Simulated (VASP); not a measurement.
An input for Quantum ESPRESSO's pw.x (written as the equivalent of a VASP run, and not itself run):

```
&CONTROL
  calculation = 'relax'
  pseudo_dir = './pseudo'
  outdir = './out'
  tprnfor = .true.
  tstress = .true.
  nstep = 30
  forc_conv_thr = 3.9e-05
/
&SYSTEM
  ibrav = 0
  nat = 6
  ntyp = 2
  ecutwfc = 82.3
  occupations = 'smearing'
  smearing = 'gaussian'
  degauss = 0.003675
  input_dft = 'pz'
/
&ELECTRONS
  conv_thr = 7.3e-10
  electron_maxstep = 100
/
&IONS
/
ATOMIC_SPECIES
  Te 127.600 Te.upf
  Mo 95.950 Mo.upf
CELL_PARAMETERS angstrom
     1.7362063   -3.0071970    0.0000000
     1.7362063    3.0071970    0.0000000
     0.0000000    0.0000000   13.7096940
ATOMIC_POSITIONS crystal
  Te   0.3333330  0.6666670  0.8812982
  Te   0.6666670  0.3333330  0.3812982
  Te   0.6666670  0.3333330  0.1187018
  Te   0.3333330  0.6666670  0.6187018
  Mo   0.3333330  0.6666670  0.2500000
  Mo   0.6666670  0.3333330  0.7500000
K_POINTS automatic
  7 7 2 0 0 0
```

Q: Translate this input to VASP (INCAR, KPOINTS, POSCAR, choice of POTCAR).

A: One answer among several that fit: 
File POSCAR:
```
MoTe2
1
    1.7362062544    -3.0071970407     0.0000000000
    1.7362062544     3.0071970407     0.0000000000
    0.0000000000     0.0000000000    13.7096940066
Te Mo
4 2
Direct
  0.3333330000   0.6666670000   0.8812981730
  0.6666670000   0.3333330000   0.3812981730
  0.6666670000   0.3333330000   0.1187018270
  0.3333330000   0.6666670000   0.6187018270
  0.3333330000   0.6666670000   0.2500000000
  0.6666670000   0.3333330000   0.7500000000
```

### INCAR
```
ALGO  =  Normal
EDIFF  =  1E-8
EDIFFG  =  -0.001
ENCUT  =  400
IBRION  =  1
ISIF  =  2
ISMEAR  =  0
LASPH  =  .TRUE.
LCHARG  =  .FALSE.
LMAXMIX  =  4
LREAL  =  .FALSE.
LWAVE  =  .FALSE.
NELM  =  100
NSW  =  30
PREC  =  Accurate
SIGMA  =  0.05
SYSTEM  =  MoTe2
```

File KPOINTS:
```
K-points
0
G
7 7 2
0 0 0
```

POTCAR, in this order: Te Mo_sv (LDA.64 set). Program: vasp_std.

Limits of the translation: the potentials are each code's own (VASP's PAW set, PseudoDojo norm-conserving files in pw.x), so ENCUT and ecutwfc are chosen apart and not converted; conv_thr bounds pw.x's estimated SCF error, while EDIFF bounds the energy change between steps; forc_conv_thr acts on force components and is met together with etot_conv_thr.

The compound is MoTe2 in the 2H layered structure. This run relaxes the ions in a fixed cell. Symmetry was kept, so distortions that lower it aren't found. The start is the result of an earlier pass.
